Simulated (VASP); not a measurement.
```xyz
2
Lattice="0.0000 2.2241 2.2241 2.2241 0.0000 2.2241 2.2241 2.2241 0.0000" Properties=species:S:1:pos:R:3 pbc="T T T"
Nb     0.0000     0.0000     0.0000
C      2.2241     2.2241     2.2241
```

These are PBEsol GGA, VASP's PBE PAW potentials (set 64) (plane waves; VASP) values and carry that method's errors. Settings: PREC = Normal, EDIFF = 1E-5, 450 eV cut-off, 16×16×16 Γ-centred mesh, first-order Methfessel-Paxton smearing of 0.10 eV, potentials Nb_sv C.

Problem. Estimate the energy per atom (σ→0), band gap (on the k-mesh) with the smallest direct gap where there is one.

Solution. 
```json
{
  "band gap (on the k-mesh)": "none (metal, semimetal or under 0.01 eV)",
  "energy per atom (σ→0)": "-10931 meV/atom"
}
```

Only differences to runs with the same potentials and settings are physical.

The compound is NbC in the rock salt structure. It was relaxed first. The electron count is odd and the run is not spin-polarised, which forces a metal.
